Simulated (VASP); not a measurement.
A VASP calculation is set up with these files.

INCAR:
```
! general
SYSTEM   = C
PREC     = Accurate
ENCUT    = 520
LREAL    = .FALSE.
LASPH    = .TRUE.

! electronic loop
EDIFF    = 1E-7
NELM     = 100
ALGO     = Normal

! smearing
ISMEAR   = 0
SIGMA    = 0.05

! functional
GGA      = BO
LUSE_VDW = .TRUE.
AGGAC    = 0.0
PARAM1   = 0.1833333333
PARAM2   = 0.22

! ions
ISIF     = 2

! output
LWAVE    = .FALSE.
LCHARG   = .FALSE.
```

**KPOINTS**
```
kpoints
0
Gamma
13 13 13
0 0 0
```

POSCAR:
```
C
1.823290
  0.0000000000   0.9999999322   0.9999999322
  0.9999999322   0.0000000000   0.9999999322
  0.9999999322   0.9999999322   0.0000000000
C
2
Cart
  0.0000000000   0.0000000000   0.0000000000
  0.4999999661   0.4999999661   0.4999999661
```

POTCAR, in this order: C (PBE.64 set). Program: vasp_std.

Task: Translate this optB88-vdW calculation to Quantum ESPRESSO's pw.x.

Result: One equivalent input (not run):
```
&CONTROL
  calculation = 'scf'
  pseudo_dir = './pseudo'
  outdir = './out'
  tprnfor = .true.
  tstress = .true.
/
&SYSTEM
  ibrav = 0
  nat = 2
  ntyp = 1
  ecutwfc = 82
  occupations = 'smearing'
  smearing = 'gaussian'
  degauss = 0.003675
  input_dft = 'vdw-df-obk8'
/
&ELECTRONS
  conv_thr = 7.3e-09
  electron_maxstep = 100
/
ATOMIC_SPECIES
  C 12.011 C.upf
CELL_PARAMETERS angstrom
     0.0000000    1.8232899    1.8232899
     1.8232899    0.0000000    1.8232899
     1.8232899    1.8232899    0.0000000
ATOMIC_POSITIONS crystal
  C    0.0000000  0.0000000  0.0000000
  C    0.2500000  0.2500000  0.2500000
K_POINTS automatic
  13 13 13 0 0 0
```
The two are equivalent in intent, not identical: the potentials are each code's own (VASP's PAW set, PseudoDojo norm-conserving files in pw.x), so ENCUT and ecutwfc are chosen apart and not converted; conv_thr bounds pw.x's estimated SCF error, while EDIFF bounds the energy change between steps.

The compound is C in the diamond structure. This cell is one point of a volume scan, at 1.06 of the reference volume.
